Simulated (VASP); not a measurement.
Given:

```
WC
1.0
    1.48410    -2.57054     0.00000
    1.48410     2.57054     0.00000
    0.00000     0.00000     2.89680
W C
1 1
Direct
  0.03070   0.05015   0.00000
  0.33333   0.66667   0.50000
```

Computed with PBE GGA, VASP's PBE PAW potentials (set 64) (plane waves; VASP). Run with 520 eV cut-off, 11×11×10 Γ-centred mesh, first-order Methfessel-Paxton smearing of 0.10 eV, potentials W_sv C.

Q: The ions are relaxed. Give the cell that the relaxation ends in.

A: 
```
WC
1.0
    1.48410    -2.57054     0.00000
    1.48410     2.57054     0.00000
    0.00000     0.00000     2.89680
W C
1 1
Cartesian
  0.05986   0.02491   0.00000
  1.54424   0.88194   1.44840
```
Space group P-6m2 (187), at a tolerance of 0.03 Å.

Q: How much energy does the relaxation gain?

A: The energy (σ→0) changes by -57.1 meV/atom, in 7 ionic steps.

The compound is WC in the wc structure. In the starting cell atoms are displaced from their ideal sites. This run relaxes the ions in a fixed cell. Symmetry was kept, so distortions that lower it aren't found.
